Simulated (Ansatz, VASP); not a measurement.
**Si2B2W: VASP beside Ansatz**

```xyz
5
Lattice="4.0707 0.0000 0.0000 -2.0354 3.5253 0.0000 0.0000 0.0000 4.2951" Properties=species:S:1:pos:R:3 pbc="T T T"
Si    0.0000    2.3502    2.1475
Si    2.0354    1.1751    2.1475
B     0.0000    2.3502    0.0000
B     2.0354    1.1751    0.0000
W     0.0000    0.0000    0.0000
```

Alike in both runs: task relaxation of cell and atoms; functional PBE; k mesh 12 × 12 × 10; occupations gaussian, width 0.1 eV; no spin polarisation.

|  | VASP | Ansatz |
| --- | --- | --- |
| version | VASP 6.6.1 | Ansatz 0.2.0 |
| potentials or method | VASP PAW PBE potentials, release 64 (Si, B, W_sv) | scalar-relativistic, plane waves, PAW |
| plane-wave cutoff (eV) | 600 | 420 |
| valence electrons in the cell | 28 | 28 |

|  | VASP | Ansatz | Ansatz less VASP |
| --- | --- | --- | --- |
| gap on the k mesh at the Fermi level, each at its own relaxed structure (eV) | none | none | - |
| relaxed volume (Å³/atom) | 12.15 | 12.14 | -0.004 |
| relaxed cell length with the largest relative difference (Å) | 4.059 | 4.061 | +0.0025 |
| energy change over the relaxation (meV/atom) | -11 | -11 | 0.0 |

A gap of «none» marks a metal or a gap that the smearing closes.

Spin-orbit coupling is left out, which matters for the levels of W.
